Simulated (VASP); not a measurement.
```xyz
4
Lattice="3.9914 0.0000 0.0000 -1.9957 3.4566 0.0000 0.0000 0.0000 6.5848" Properties=species:S:1:pos:R:3 pbc="T T T"
Be     1.9957     1.1522     3.2963
Be     0.0000     2.3044     0.0039
Te     1.9957     1.1522     5.7579
Te     0.0000     2.3044     2.4655
```

Method: r2SCAN meta-GGA, VASP's PBE PAW potentials (set 64) (plane waves; VASP). Run with 400 eV cut-off, 7×7×4 Γ-centred mesh, tetrahedra with Blöchl corrections, potentials Be Te.

Unless said otherwise, spin-orbit coupling is left out, though it shifts the bands of the heavy elements here.

### Question
Give the energies of bands 3 to 11 at the high-symmetry points, in eV from the valence-band maximum.

### Answer

```json
[
 {"band": "3", "Γ": "-5.76", "M": "-5.40", "K": "-4.62", "A": "-3.49", "L": "-5.54", "H": "-5.17"},
 {"band": "4", "Γ": "-1.25", "M": "-4.64", "K": "-4.53", "A": "-3.49", "L": "-5.54", "H": "-5.17"},
 {"band": "5", "Γ": "-1.25", "M": "-3.92", "K": "-4.53", "A": "-0.71", "L": "-2.12", "H": "-3.95"},
 {"band": "6", "Γ": "-0.18", "M": "-2.75", "K": "-3.04", "A": "-0.71", "L": "-2.12", "H": "-3.95"},
 {"band": "7", "Γ": "0.00", "M": "-2.37", "K": "-3.04", "A": "-0.71", "L": "-2.11", "H": "-1.75"},
 {"band": "8", "Γ": "0.00", "M": "-1.24", "K": "-2.95", "A": "-0.71", "L": "-2.11", "H": "-1.75"},
 {"band": "9", "Γ": "3.19", "M": "2.57", "K": "2.66", "A": "3.69", "L": "2.90", "H": "3.70"},
 {"band": "10", "Γ": "3.79", "M": "4.21", "K": "6.64", "A": "3.69", "L": "2.90", "H": "3.70"},
 {"band": "11", "Γ": "3.79", "M": "4.65", "K": "6.65", "A": "4.64", "L": "3.81", "H": "5.26"}
]
```

The gap is indirect, 2.57 eV, from the valence maximum at Γ to the conduction minimum at M.

The structure comes from a computed database's BeTe entry (P6_3mc); how it stands against other phases isn't given here. It was relaxed first.
